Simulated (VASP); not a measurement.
**MnS (Alabandite): how cutoff and mesh change the relaxed cell**

How far does the relaxed cell of MnS (Alabandite) depend on cutoff and k mesh? The starting structure is a measured crystal structure from the Crystallography Open Database. The first relaxation on each setting starts from this cell expanded by 3 % in volume.

Program: VASP 6.6.1. Level of theory: Kohn-Sham DFT with plane waves and PAW; PBEsol. Results are calculated unless marked as measured.

### Step 1. The starting structure

It takes space group Fm-3m (No. 225, cubic). The conventional cell has a = 5.224 Å, b = 5.224 Å, c = 5.224 Å, α = 90.00°, β = 90.00°, γ = 90.00°. Nearest to Mn lie 6 S at 2.61 Å. Nearest to S lie 6 Mn at 2.61 Å. Farther neighbours and most contacts between anions are not listed.

Structure file:

```xyz
4
Lattice="0.0000 2.6118 2.6118 2.6118 0.0000 2.6118 5.2236 5.2236 0.0000" Properties=species:S:1:pos:R:3 pbc="T T T"
Mn    0.0000    0.0000    0.0000
Mn    2.6118    2.6118    0.0000
S     2.6118    2.6118    2.6118
S     5.2236    5.2236    2.6118
```

### Step 2. Reference relaxation

This run starts from the cell of an earlier relaxation, which isn't shown; the restart sets up the plane waves anew.

The input, INCAR:

```
SYSTEM = MnS
PREC = Accurate
ENCUT = 450
EDIFF = 1E-06
NELM = 100
ISMEAR = 0
SIGMA = 0.03
LREAL = .FALSE.
ALGO = Normal
GGA = PS
NBANDS = 27
ISPIN = 2
MAGMOM = 4 -4 0 0
LASPH = .TRUE.
LMAXMIX = 4
LORBIT = 11
LWAVE = .FALSE.
LCHARG = .FALSE.
KPAR = 8
IBRION = 2
NSW = 50
ISIF = 3
EDIFFG = -0.006
```

The input, POSCAR:

```
MnS
1.0
    0.0000000000      2.5272935178      2.5272935178
    2.5272935178      0.0000000000      2.5272935178
    5.0132271046      5.0132271046      0.0413599310
Mn S
2 2
Direct
    0.0000000000      0.0000000000      0.0000000000
    0.0000000000      0.0000000000      0.5000000000
    0.5000000000      0.5000000000      0.2500000000
    0.5000000000      0.5000000000      0.7500000000
```

The input, KPOINTS:

```
Automatic mesh
0
Gamma
8 8 8
0 0 0
```

The projector-augmented-wave data sets are Mn_pv and S (PBE family, release 64).

The run is started by

```console
$ mpirun -np 8 vasp_std
```

Log:

```text
[banner, memory and clock lines left out]
running    8 mpi-ranks, on    1 nodes
 distrk:  each k-point on    1 cores,    8 groups
 distr:  one band on    1 cores,    1 groups

 POSCAR found type information on POSCAR MnS
 POSCAR found :  2 types and       4 ions
|                                                                             |
|           W    W    AA    RRRRR   N    N  II  N    N   GGGG   !!!           |
|           W    W   A  A   R    R  NN   N  II  NN   N  G    G  !!!           |
|           W    W  A    A  R    R  N N  N  II  N N  N  G       !!!           |
|           W WW W  AAAAAA  RRRRR   N  N N  II  N  N N  G  GGG   !            |
|           WW  WW  A    A  R   R   N   NN  II  N   NN  G    G                |
|           W    W  A    A  R    R  N    N  II  N    N   GGGG   !!!           |
|                                                                             |
|     For optimal performance we recommend to set                             |
|       NCORE = 2 up to number-of-cores-per-socket                            |
|     NCORE specifies how many cores store one orbital (NPAR=cpu/NCORE).      |
|     This setting can greatly improve the performance of VASP for DFT.       |
|     The default, NCORE=1 might be grossly inefficient on modern             |
|     multi-core architectures or massively parallel machines. Do your        |
|     Unfortunately you need to use the default for GW and RPA                |
|     calculations (for HF NCORE is supported but not extensively tested      |
|     yet).                                                                   |
|                                                                             |

|                                                                             |
|               ----> ADVICE to this user running VASP <----                  |
|                                                                             |
|     You enforced a specific xc type in the INCAR file but a different       |
|     [... a line on the potential file left out ...]
|     I HOPE YOU KNOW WHAT YOU ARE DOING!                                     |
|                                                                             |

 LDA part: xc-table for (Slater+PW92), standard interpolation
 POSCAR, INCAR and KPOINTS ok, starting setup
 FFT: planning ... GRIDC
 FFT: planning ... GRID_SOFT
 FFT: planning ... GRID
 WAVECAR not read
 entering main loop
       N       E                     dE             d eps       ncg     rms          rms(c)
DAV:   1     0.357623728407E+03    0.35762E+03   -0.19561E+04  7492   0.140E+03
DAV:   2    -0.512590176333E+01   -0.36275E+03   -0.35031E+03  7089   0.406E+02
DAV:   3    -0.315988754232E+02   -0.26473E+02   -0.25939E+02  8068   0.113E+02
DAV:   4    -0.323587229858E+02   -0.75985E+00   -0.75632E+00  8209   0.189E+01
DAV:   5    -0.323727322795E+02   -0.14009E-01   -0.14002E-01  8072   0.288E+00    0.176E+01
DAV:   6    -0.302969224016E+02    0.20758E+01   -0.21919E+01  8182   0.445E+01    0.156E+01
DAV:   7    -0.301089536615E+02    0.18797E+00   -0.32267E+00  7414   0.195E+01    0.912E+00
DAV:   8    -0.301302110226E+02   -0.21257E-01   -0.28483E-01  8760   0.355E+00    0.461E+00
DAV:   9    -0.301116613483E+02    0.18550E-01   -0.45466E-02  8243   0.231E+00    0.496E-01
DAV:  10    -0.301152731191E+02   -0.36118E-02   -0.16261E-02  8492   0.793E-01    0.202E-01
DAV:  11    -0.301154003669E+02   -0.12725E-03   -0.90218E-04  7736   0.201E-01    0.138E-01
DAV:  12    -0.301154278111E+02   -0.27444E-04   -0.26178E-04  8372   0.874E-02    0.109E-01
DAV:  13    -0.301154338226E+02   -0.60114E-05   -0.25070E-05  8533   0.320E-02    0.717E-02
DAV:  14    -0.301154434417E+02   -0.96192E-05   -0.12184E-05  7600   0.261E-02    0.155E-02
DAV:  15    -0.301154434454E+02   -0.36589E-08   -0.24117E-06  6916   0.114E-02
   1 F= -.30115443E+02 E0= -.30115443E+02  d E =-.301154E+02  mag=     0.0000
 curvature:   0.00 expect dE= 0.000E+00 dE for cont linesearch  0.000E+00
 trial: gam= 0.00000 g(F)=  0.112E-58 g(S)=  0.421E-03 ort = 0.000E+00 (trialstep = 0.100E+01)
 search vector abs. value=  0.421E-03
 bond charge predicted
       N       E                     dE             d eps       ncg     rms          rms(c)
DAV:   1    -0.301236148472E+02   -0.81714E-02   -0.13978E-01  7443   0.434E+00    0.869E-01
DAV:   2    -0.301161143740E+02    0.75005E-02   -0.40840E-02  7503   0.248E+00    0.787E-01
DAV:   3    -0.301158928859E+02    0.22149E-03   -0.15584E-03  7470   0.441E-01    0.153E-01
DAV:   4    -0.301156476106E+02    0.24528E-03   -0.10147E-03  8409   0.207E-01    0.925E-02
DAV:   5    -0.301156051456E+02    0.42465E-04   -0.21211E-04  7708   0.139E-01    0.635E-02
DAV:   6    -0.301155969856E+02    0.81600E-05   -0.30607E-05  7574   0.379E-02    0.156E-02
DAV:   7    -0.301155972125E+02   -0.22695E-06   -0.58681E-06  7450   0.161E-02
   2 F= -.30115597E+02 E0= -.30115597E+02  d E =-.153767E-03  mag=     0.0000
 trial-energy change:   -0.000154  1 .order   -0.000207   -0.000421    0.000006
 step:   0.9524(harm=  0.9867)  dis= 0.00000  next Energy=   -30.115597 (dE=-0.154E-03)
 reached required accuracy - stopping structural energy minimisation
```

It took 69 s on 8 MPI ranks of AMD EPYC 7R43, shared host; peak memory 2.4 GiB.

Lines that name or quote the potential files are left out of all logs, and their timing lines are given in words.

From OUTCAR (step 2):

```text
ion  position               nearest neighbor table
   1  0.000  0.000  0.000-   4 2.52   3 2.52   4 2.52   3 2.52   4 2.52   3 2.52
   2  0.000  0.000  0.500-   3 2.52   3 2.52   4 2.52   3 2.52   4 2.52   4 2.52
   3  0.500  0.500  0.250-   1 2.52   1 2.52   2 2.52   1 2.52   2 2.52   2 2.52
   4  0.500  0.500  0.750-   2 2.52   1 2.52   2 2.52   1 2.52   2 2.52   1 2.52

  LATTYP: Found a trigonal (rhomboedric) cell.
 ALAT       =     6.1230856272
 COS(alpha) =     0.8296387958

 Subroutine GETGRP returns: Found 12 space group operations
 (whereof 12 operations were pure point group operations)

The static configuration has the point symmetry D_3d.

 Found     65 irreducible k-points:

   k-points           NKPTS =     65   k-points in BZ     NKDIM =     65   number of bands    NBANDS=     27

   dimension x,y,z NGX =    28 NGY =   28 NGZ =   50
   dimension x,y,z NGXF=    56 NGYF=   56 NGZF=  100

   ENCUT  =  450.0 eV  33.07 Ry    5.75 a.u.   6.18  6.18 12.26*2*pi/ulx,y,z

   NELECT =      38.0000    total number of electrons

 k-points in reciprocal lattice and weights: Automatic mesh
   0.00000000  0.00000000  0.00000000       0.002
   0.12500000  0.00000000 -0.00000000       0.012
   0.25000000  0.00000000 -0.00000000       0.012
   0.37500000  0.00000000  0.00000000       0.012
   0.50000000  0.00000000 -0.00000000       0.006
   0.12500000  0.12500000 -0.00000000       0.012
   0.25000000  0.12500000 -0.00000000       0.023
   0.37500000  0.12500000  0.00000000       0.023
   0.50000000  0.12500000 -0.00000000       0.023
[...]
0.00000000  0.00000000  0.50000000       0.002
   0.50000000  0.00000000  0.50000000       0.006

 average (electrostatic) potential at core
       1 -67.0374       2 -67.0374       3 -84.3859       4 -84.3859

 E-fermi :   7.7241

 spin component 1
 k-point     1 :       0.0000    0.0000    0.0000
  band No.  band energies     occupation
    ...
     15       5.9149      1.00000
     16       5.9149      1.00000
     17       6.0298      1.00000
     18       6.0565      1.00000
     19       6.0565      1.00000
     20       8.4461      0.00000
     21       8.4462      0.00000
     22       8.6281      0.00000
     23      10.3929      0.00000
     24      10.3929      0.00000
    ...

 k-point     2 :       0.1250    0.0000   -0.0000
  band No.  band energies     occupation
    ...
     15       5.0138      1.00000
     16       5.3896      1.00000
     17       5.4990      1.00000
     18       6.7507      1.00000
     19       6.8999      1.00000
     20       8.3620      0.00000
     21       8.6400      0.00000
     22       8.6895      0.00000
     23       9.7703      0.00000
     24       9.8045      0.00000
    ...

 k-point     3 :       0.2500    0.0000   -0.0000
  band No.  band energies     occupation
    ...
     15       4.8413      1.00000
     16       5.2730      1.00000
     17       5.3521      1.00000
     18       6.9901      1.00000
     19       7.2370      1.00000
     20       8.1488      0.00000
     21       8.8769      0.00000
     22       8.9263      0.00000
     23       9.4938      0.00000
     24       9.7143      0.00000
    ...

 k-point     4 :       0.3750    0.0000    0.0000
  band No.  band energies     occupation
    ...
     15       4.6714      1.00000
     16       5.2217      1.00000
     17       5.3418      1.00000
     18       6.6355      1.00000
     19       7.1336      1.00000
     20       8.0779      0.00000
     21       9.0059      0.00000
     22       9.0706      0.00000
     23       9.9879      0.00000
     24      10.1494      0.00000
    ...

 k-point     5 :       0.5000    0.0000   -0.0000
  band No.  band energies     occupation
    ...
     15       4.2783      1.00000
     16       5.1326      1.00000
     17       5.3273      1.00000
     18       6.4257      1.00000
     19       7.0533      1.00000
     20       8.0466      0.00000
     21       9.1103      0.00000
     22       9.2302      0.00000
     23       9.4586      0.00000
     24      10.5306      0.00000
    ...

 k-point     6 :       0.1250    0.1250   -0.0000
  band No.  band energies     occupation
    ...
     15       4.7575      1.00000
     16       5.7668      1.00000
     17       5.9490      1.00000
     18       6.1497      1.00000
     19       6.7114      1.00000
     20       8.4339      0.00000
     21       8.6156      0.00000
     22       8.6510      0.00000
     23       9.4175      0.00000
     24      10.3112      0.00000
    ...

  Total        0.0023622      0.0023622      0.0023622      0.0050198     -0.0050198     -0.0050198
  in kB        0.0595735      0.0595735      0.0595735      0.1265937     -0.1265937     -0.1265937
  external PRESSURE =       0.0595735 kB  Pullay stress =       0.0000000 kB

  energy-cutoff  :      450.00
  volume of cell :       63.53
      direct lattice vectors                 reciprocal lattice vectors
    -0.000000000  2.523742072  2.523742072    -0.198916053  0.197320952  0.198916053
     2.523742072 -0.000000000  2.523742072     0.197320952 -0.198916053  0.198916053
     5.007330557  5.007330557  0.040153587     0.100255576  0.100255576 -0.100255576

 POSITION                                       TOTAL-FORCE (eV/Angst)
 -----------------------------------------------------------------------------------
      0.00000      0.00000      0.00000        -0.000000      0.000000     -0.000000
      2.50367      5.02741      2.54382         0.000000      0.000000      0.000000
      2.51370      2.51370      2.53378        -0.000000     -0.000000      0.000000
      5.01737      5.01737      2.55386         0.000000     -0.000000      0.000000
 -----------------------------------------------------------------------------------
    total drift:                                0.000000      0.000000      0.000000

  FREE ENERGIE OF THE ION-ELECTRON SYSTEM (eV)
  ---------------------------------------------------
  free  energy   TOTEN  =       -30.1155972125 eV

  energy  without entropy=      -30.1155972125  energy(sigma->0) =      -30.11559721

 reached required accuracy - stopping structural energy minimisation

 total charge
# of ion       s       p       d       tot
------------------------------------------
    1        0.234   6.198   4.997  11.429
    2        0.234   6.198   4.997  11.429
    3        1.320   2.410   0.000   3.730
    4        1.320   2.410   0.000   3.730
--------------------------------------------------
tot          3.108  17.216   9.994  30.318

 magnetization (x)
# of ion       s       p       d       tot
------------------------------------------
    1        0.014   0.015   4.004   4.033
    2       -0.014  -0.015  -4.004  -4.033
    3        0.000   0.000   0.000   0.000
    4        0.000   0.000   0.000   0.000
--------------------------------------------------
tot          0.000   0.000   0.000   0.000

[... 1 further part left out ...]
```

CONTCAR:

```
MnS
   1.00000000000000
    -0.0000000000000000    2.5237420720176922    2.5237420720176922
     2.5237420720176922   -0.0000000000000000    2.5237420720176922
     5.0073305567093538    5.0073305567093538    0.0401535873260316
  Mn              S
     2     2
Direct
     0.0000000000000000    0.0000000000000000    0.0000000000000000
     1.0000000000000000    0.0000000000000000    0.5000000000000000
     0.5000000000000000    0.5000000000000000    0.2500000000000000
     0.5000000000000000    0.5000000000000000    0.7500000000000000
```

The PAW data sets were made with PBE, which is usual practice but a small mismatch for other functionals. The run keeps the 12 symmetry operations of its start, so it cannot find a distortion of lower symmetry.

The reference relaxation ends at 15.883 Å³ an atom.

### Step 3. Relaxation with a cutoff of 270 eV

Against step 2 the input has ENCUT = 270. This run starts from the cell of an earlier relaxation, which isn't shown; the restart sets up the plane waves anew.

INCAR, as its differences from that of step 2:

```diff
@@ -2,3 +2,3 @@
 PREC = Accurate
-ENCUT = 450
+ENCUT = 270
 EDIFF = 1E-06
```

The input, POSCAR:

```
MnS
1.0
    0.0000000000      2.5204011881      2.5204011881
    2.5204011881      0.0000000000      2.5204011881
    5.0069328654      5.0069328654      0.0338695108
Mn S
2 2
Direct
    0.0000000000      0.0000000000      0.0000000000
    0.0000000000      0.0000000000      0.5000000000
    0.5000000000      0.5000000000      0.2500000000
    0.5000000000      0.5000000000      0.7500000000
```

KPOINTS is that of step 2.

The run is started by

```console
$ mpirun -np 8 vasp_std
```

Log:

```text
[banner, memory and clock lines left out]
running    8 mpi-ranks, on    1 nodes
[...]
[... a notice as in an earlier step ...]

 [... a notice as in an earlier step ...]

 LDA part: xc-table for (Slater+PW92), standard interpolation
 POSCAR, INCAR and KPOINTS ok, starting setup
[...]
entering main loop
       N       E                     dE             d eps       ncg     rms          rms(c)
DAV:   1     0.266874878818E+03    0.26687E+03   -0.15189E+04  8063   0.996E+02
DAV:   2    -0.133167785883E+02   -0.28019E+03   -0.27039E+03  7285   0.329E+02
DAV:   3    -0.319040522276E+02   -0.18587E+02   -0.18275E+02  8134   0.905E+01
DAV:   4    -0.323153093297E+02   -0.41126E+00   -0.40959E+00  8030   0.133E+01
[...]
DAV:  13    -0.300636363190E+02   -0.92100E-05   -0.27797E-05  8454   0.338E-02    0.708E-02
DAV:  14    -0.300636459671E+02   -0.96481E-05   -0.11661E-05  7890   0.248E-02    0.159E-02
DAV:  15    -0.300636464954E+02   -0.52823E-06   -0.22954E-06  6721   0.109E-02
[...]
DAV:  11    -0.300711869747E+02   -0.56545E-06   -0.42822E-07  4008   0.559E-03
   2 F= -.30071187E+02 E0= -.30071142E+02  d E =-.754048E-02  mag=    -0.0000
 trial-energy change:   -0.007540  1 .order   -0.008666   -0.076466    0.059133
 step:   0.5516(harm=  0.5639)  dis= 0.00000  next Energy=   -30.084546 (dE=-0.209E-01)
[...]
N       E                     dE             d eps       ncg     rms          rms(c)
DAV:   1    -0.303903660480E+02   -0.31918E+00   -0.52510E+00  7392   0.263E+01    0.528E+00
DAV:   2    -0.301149696969E+02    0.27540E+00   -0.17982E+00  7461   0.161E+01    0.494E+00
DAV:   3    -0.300978703499E+02    0.17099E-01   -0.69916E-02  7405   0.293E+00    0.956E-01
DAV:   4    -0.300867210870E+02    0.11149E-01   -0.44250E-02  8372   0.154E+00    0.553E-01
[...]
DAV:   8    -0.300847000491E+02   -0.12747E-04   -0.60920E-05  7845   0.581E-02    0.162E-02
DAV:   9    -0.300847012783E+02   -0.12291E-05   -0.22001E-06  6804   0.113E-02    0.815E-03
DAV:  10    -0.300847020795E+02   -0.80124E-06   -0.72621E-07  4005   0.769E-03
   3 F= -.30084702E+02 E0= -.30084702E+02  d E =-.210556E-01  mag=     0.0000
[...]
reached required accuracy - stopping structural energy minimisation
```

Wall time 82 s (8 MPI ranks); peak memory 1.5 GiB.

OUTCAR, selected parts (step 3):

```text
  Total       -0.0000222     -0.0000222     -0.0000222     -0.0135422      0.0135422      0.0135422
  in kB       -0.0005787     -0.0005787     -0.0005787     -0.3523636      0.3523636      0.3523636
  external PRESSURE =      -0.0005787 kB  Pullay stress =       0.0000000 kB

 POSITION                                       TOTAL-FORCE (eV/Angst)
 -----------------------------------------------------------------------------------
      0.00000      0.00000      0.00000        -0.000000      0.000000     -0.000000
      2.47903      2.47903      0.01723        -0.000000     -0.000000      0.000000
      2.48764      2.48764      2.50487         0.000000      0.000000     -0.000000
      4.96668      4.96668      2.52209         0.000000      0.000000      0.000000
 -----------------------------------------------------------------------------------
    total drift:                               -0.000000     -0.000000     -0.000000

  FREE ENERGIE OF THE ION-ELECTRON SYSTEM (eV)
  ---------------------------------------------------
  free  energy   TOTEN  =       -30.0847020795 eV

  energy  without entropy=      -30.0847020316  energy(sigma->0) =      -30.08470206

 magnetization (x)
# of ion       s       p       d       tot
------------------------------------------
    1        0.012   0.015   3.952   3.980
    2       -0.012  -0.015  -3.952  -3.980
    3        0.000   0.000   0.000   0.000
    4        0.000   0.000   0.000   0.000
--------------------------------------------------
tot          0.000   0.000   0.000   0.000

[... 2 parts as in an earlier step ...]

[... 2 further parts left out ...]
[key lines of the parts left out:]
E-fermi :   8.1168
```

With a cutoff of 270 eV the cell ends at 15.394 Å³ an atom, -3.08 % from the reference, and since the restart alone still moved it by -2.9 % it may not have settled.

(Part 1 of 2 ends here.)

[Lines on the potential files, build, host, timing and source positions are cut from VASP's logs without a mark.]

[Logs are printed without paths, hosts, clocks, repeated set-up lines and the standing remarks that a program may print on its own settings, such as how far it seeks lower states.]

[Hosts, paths, dates, database ids (printed as entryN), source tags and the programs' standing remarks are cut or masked in the printed files.]
